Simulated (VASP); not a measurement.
All values below come from AM05 GGA, VASP's PBE PAW potentials (set 64) (plane waves; VASP).

Input for VASP

**POSCAR**
```
Y
1
    1.8079649551    -3.1314874290     0.0000000000
    1.8079649551     3.1314874290    -0.0000000000
    0.0000000000     0.0000000000     5.5715617896
Y
2
Direct
  0.3333330000   0.6666670000   0.2500000000
  0.6666670000   0.3333330000   0.7500000000
```

**INCAR**
```
! general
SYSTEM   =  Y
PREC     =  Accurate
ENCUT    =  520
LREAL    =  F
LASPH    =  T

! electronic loop
EDIFF    =  1E-6
NELM     =  100
ALGO     =  Normal
LMAXMIX  =  4

! smearing
ISMEAR   =  1
SIGMA    =  0.1

! functional
GGA      =  AM

! ions
IBRION   =  2
NSW      =  60
ISIF     =  3
EDIFFG   =  -0.01

! output
LWAVE    =  F
LCHARG   =  F
```

**KPOINTS**
```
Automatic mesh
0
Gamma
11 11 6
0 0 0
```

POTCAR, in this order: Y_sv (PBE.64 set). Program: vasp_std.

Task: What will the output report for the number of irreducible k-points (NKPTS), largest plane-wave count, number of space-group operations, FFT grid (NGX, NGY, NGZ)?

Result: 
```
Item                                          Result
--------------------------------------  ------------
number of irreducible k-points (NKPTS)            64
largest plane-wave count                        1725
number of space-group operations                  24
FFT grid (NGX, NGY, NGZ)                28 × 28 × 42
```

The compound is Y in the hcp structure. This run relaxes it. Symmetry was kept, so distortions that lower it aren't found. The start is the result of an earlier pass.
